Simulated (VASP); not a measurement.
Consider the following.

```xyz
3
Lattice="0.0000 3.0000 3.0000 3.0000 0.0000 3.0000 3.0000 3.0000 0.0000" Properties=species:S:1:pos:R:3 pbc="T T T"
Li     1.5000     1.5000     1.5000
Li     4.5000     4.5000     4.5000
Se     0.0000     0.0000     0.0000
```

The numbers are results of modified Becke-Johnson potential (mBJ), VASP's PBE PAW potentials (set 64) (plane waves; VASP), not measurements. Numerical set-up: 520 eV cut-off, 6×6×6 Γ-centred mesh, Gaussian smearing of 0.050 eV, potentials Li_sv Se.

mBJ is a potential without an energy functional, so only the levels count.

Task: Give the energies of bands 4 to 9 at the high-symmetry points, in eV from the valence-band maximum.

Result: 
```tsv
band	Γ	X	U	L	W
4	0.00	-2.03	-1.82	-2.53	-1.66
5	0.00	-1.22	-1.77	-0.44	-1.66
6	0.00	-1.22	-0.98	-0.44	-1.44
7	4.76	4.18	5.21	6.26	6.08
8	6.68	6.98	8.04	6.96	7.69
9	6.68	11.74	9.87	6.96	8.84
```

The gap is indirect, 4.18 eV, from the valence maximum at Γ to the conduction minimum at X.

The compound is Li2Se in the antifluorite structure. The cell was not relaxed at this level. The cell's shape comes from a PBE relaxation.
